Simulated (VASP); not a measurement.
Si11WC12 (a cell with a defect), 24 atoms in the cell. The cell holds a defect, 24 atoms: a = 9.245 Å, b = 6.163 Å, c = 6.163 Å, α = 60.00°, β = 60.00°, γ = 60.00°. 

- Program: VASP 6.6.1
- Task: single point
- Functional: PBEsol
- Potentials or basis: VASP PAW PBE potentials, release 64 (W_sv, Si, C)
- Cutoff: 450 eV
- k mesh: 3 × 4 × 4
- Occupations: gaussian, width 0.03 eV
- Spin: collinear spin, ferromagnetic start
- Starting moments: [1.0, 0.0, 0.0, 0.0, 0.0, 0.0, 0.0, 0.0, 0.0, 0.0, 0.0, 0.0, 0.0, 0.0, 0.0, 0.0, 0.0, 0.0, 0.0, 0.0, 0.0, 0.0, 0.0, 0.0] μB
- Fixed moment: 1 μB
- Hubbard terms: W d U = 2 eV
- Dq: 1
- Further INCAR settings: LREAL = Auto; ALGO = Normal; EDIFF = 1e-05; NBANDS = 75; ISYM = 0; NELECT = 105.0

Potentials or basis: VASP PAW PBE potentials, release 64 (W_sv, Si, C).

The run is started by

```sh
$ cat potpaw_PBE.64/W_sv/POTCAR potpaw_PBE.64/Si/POTCAR potpaw_PBE.64/C/POTCAR > POTCAR
$ mpirun -np 4 vasp_std > vasp.out
```

Hardware: 4 MPI ranks on Intel(R) Xeon(R) Platinum 8488C (Sapphire Rapids) (shared host).

**Question.** Estimate the wall time of this run.

**Answer.** Run time: 8.6 min on 4 MPI ranks on Intel(R) Xeon(R) Platinum 8488C (Sapphire Rapids), with other jobs on the host, peak memory 0.81 GiB a rank. Counts: scf iterations 14, k points 26.
